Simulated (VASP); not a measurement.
VASP input:

File POSCAR:
```
Cd3MgO4
1
    0.0000000000     2.2887500000     2.2887500000
    2.2887500000     0.0000000000     2.2887500000
    9.1550000000     9.1550000000     0.0000000000
Mg O Cd
1 4 3
Direct
  0.0000000000   0.0000000000   0.0000000000
  0.5000000000   0.5000000000   0.1250000000
  0.5000000000   0.5000000000   0.3750000000
  0.5000000000   0.5000000000   0.6250000000
  0.5000000000   0.5000000000   0.8750000000
  0.0000000000   0.0000000000   0.2500000000
  0.0000000000   0.0000000000   0.5000000000
  1.0000000000   1.0000000000   0.7500000000
```

KPOINTS:
```
Automatic mesh
0
Gamma
9 9 3
0 0 0
```

### INCAR
```
# general
SYSTEM =Cd3MgO4
PREC   =Accurate
ENCUT  =520   # plane-wave cut-off (eV)
LREAL  =.FALSE.   # projection in real space or not
LASPH  =.TRUE.

# electronic loop
EDIFF  =1E-6
NELM   =100
ALGO   =Normal   # blocked Davidson
LMAXMIX=4   # l cut-off of mixed one-centre charges

# smearing
ISMEAR =0   # Gaussian
SIGMA  =0.05

# functional
GGA    =PS

# ions
IBRION =2   # conjugate gradients
NSW    =60   # most ionic steps
ISIF   =3
EDIFFG =-0.01

# output
LWAVE  =.FALSE.
LCHARG =.FALSE.
```

POTCAR, in this order: Mg O Cd (PBE.64 set). Program: vasp_std.

Problem. Translate this PBEsol calculation to Ansatz.

Solution. One equivalent input (not run):
Ansatz 0.2 input:
```yaml
crystal:
  lattice:
    - [0.0000000, 2.2887500, 2.2887500]
    - [2.2887500, 0.0000000, 2.2887500]
    - [9.1550000, 9.1550000, 0.0000000]
  atoms:
    - { symbol: Mg, position: [0.0000000, 0.0000000, 0.0000000] }
    - { symbol: O, position: [0.5000000, 0.5000000, 0.1250000] }
    - { symbol: O, position: [0.5000000, 0.5000000, 0.3750000] }
    - { symbol: O, position: [0.5000000, 0.5000000, 0.6250000] }
    - { symbol: O, position: [0.5000000, 0.5000000, 0.8750000] }
    - { symbol: Cd, position: [0.0000000, 0.0000000, 0.2500000] }
    - { symbol: Cd, position: [0.0000000, 0.0000000, 0.5000000] }
    - { symbol: Cd, position: [1.0000000, 1.0000000, 0.7500000] }
kpoints:
  mp_grid: { grid: [9, 9, 3] }
hamiltonian:
  xc: pbesol
  pseudopotentials: { kind: paw }
scf:
  occupations: { method: gaussian, width: 0.05 }
  max_iter: 100
relax:
  max_steps: 60
  f_tol: 0.01
  cell: {}
output: { forces: true, stress: true, eigenvalues: true }
```
Limits of the translation: each code has its own PAW files, so the cut-off isn't converted (ENCUT is set for VASP's; basis.ecutwfc is left out, and Ansatz then takes the one that its files recommend); Ansatz stops its SCF on the density residual and VASP on the energy change (EDIFF).

The structure was generated: Cd3MgO4 was put into an ordered model structure (R-3m), which need not be its known phase. This run relaxes it. Symmetry was kept, so distortions that lower it aren't found.
